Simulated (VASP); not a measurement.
Input:

```xyz
2
Lattice="0.0000 2.7381 2.7381 2.7381 0.0000 2.7381 2.7381 2.7381 0.0000" Properties=species:S:1:pos:R:3 pbc="T T T"
Mg     0.0000     0.0000     0.0000
Se     2.7381     2.7381     2.7381
```

These are rev-vdW-DF2, VASP's PBE PAW potentials (set 64) (plane waves; VASP) values and carry that method's errors. Settings: 520 eV cut-off, Gaussian smearing of 0.050 eV, potentials Mg Se.

Question: Predict the band gap (along the path) with the smallest direct gap where there is one.

Answer: 
| Item | Value |
|---|---|
| band gap (along the path) | 1.78 eV |
| smallest direct gap (along the path) | 2.51 eV |

The absolute energy has meaning only against runs of the same code, potentials and settings.

The compound is MgSe in the rock salt structure. It was relaxed first.
